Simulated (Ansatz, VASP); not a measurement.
Two plane-wave programs on Ge2Te3O

INCAR

```
  PREC = Accurate
  ENCUT = 520
  EDIFF = 1E-7
  ISMEAR = 0
  SIGMA = 0.1
  LREAL = F
  LASPH = T
  NELM = 60
  ALGO = Normal
  ISIF = 2
  LWAVE = F
  LCHARG = F
  GGA = PE
  NBANDS = 35
```

File KPOINTS:

```
Automatic mesh
0
Gamma
  4 4 2
```

The input POSCAR:

```
Ge2Te3O
1.0
    4.0743988800      0.0000000000      0.0000000000
    0.0000000000      4.0743988800      0.0000000000
    0.0000000000      0.0000000000      8.9928571400
Ge Te O
2 3 1
Direct
    0.0000000000      0.5000000000      0.7365000200
    0.5000000000      0.0000000000      0.2634999800
    0.5000000000      0.5000000000      0.0000000000
    0.0000000000      0.5000000000      0.3835000100
    0.5000000000      0.0000000000      0.6164999900
    0.0000000000      0.0000000000      0.0000000000
```

Input for Ansatz:

```yaml
crystal:
  lattice:
    - [4.07439888, 0.0, 0.0]
    - [0.0, 4.07439888, 0.0]
    - [0.0, 0.0, 8.99285714]
  atoms:
    - { symbol: Ge, position: [0.0, 0.5, 0.73650002] }
    - { symbol: Ge, position: [0.5, 0.0, 0.26349998] }
    - { symbol: Te, position: [0.5, 0.5, 0.0] }
    - { symbol: Te, position: [0.0, 0.5, 0.38350001] }
    - { symbol: Te, position: [0.5, 0.0, 0.61649999] }
    - { symbol: O, position: [0.0, 0.0, 0.0] }
basis:
  ecutwfc: 420
kpoints:
  mp_grid: { grid: [4, 4, 2] }
hamiltonian:
  xc: pbe
scf:
  occupations: { method: gaussian, width: 0.1 }
  lower_state_search: "off"
output:
  forces: true
  stress: true
  eigenvalues: true
```

Change from the starting cell: species swapped into the Zr2CuSb3 type (P-4m2, No. 115).

Alike in both runs: task single point; functional PBE; k mesh 4 × 4 × 2; occupations gaussian, width 0.1 eV; no spin polarisation.

|  | VASP | Ansatz |
| --- | --- | --- |
| version | VASP 6.6.1 | Ansatz 0.2.0 |
| potentials or method | VASP PAW PBE potentials, release 64 (Ge_d, Te, O) | scalar-relativistic, plane waves, PAW |
| plane-wave cutoff (eV) | 520 | 420 |
| valence electrons in the cell | 52 | 82 |

Ansatz gave:

```
gap on the k mesh at the Fermi level (eV)       : none
pressure (GPa)                                  : -5.7
largest component of the traceless stress (GPa) : 3.19
rms of the force components (eV/Å)              : 0.085
```

**Question.** Estimate VASP's values.

**Answer.** gap on the k mesh at the Fermi level (eV): none; pressure (GPa): -5.8; largest component of the traceless stress (GPa): 3.18; rms of the force components (eV/Å): 0.085.

Atom by atom the forces differ by 0.001 eV/Å (rms over components). A gap of «none» marks a metal or a gap that the smearing closes. With one functional, cell and mesh, what is left measures potentials, basis and numerics. The two sets of potentials don't hold the same shells in valence.

Caveats: the k mesh is coarse (spacing up to 0.39 Å⁻¹), so the values aren't converged. The runs have no spin-orbit coupling, so splittings on Te are missing.
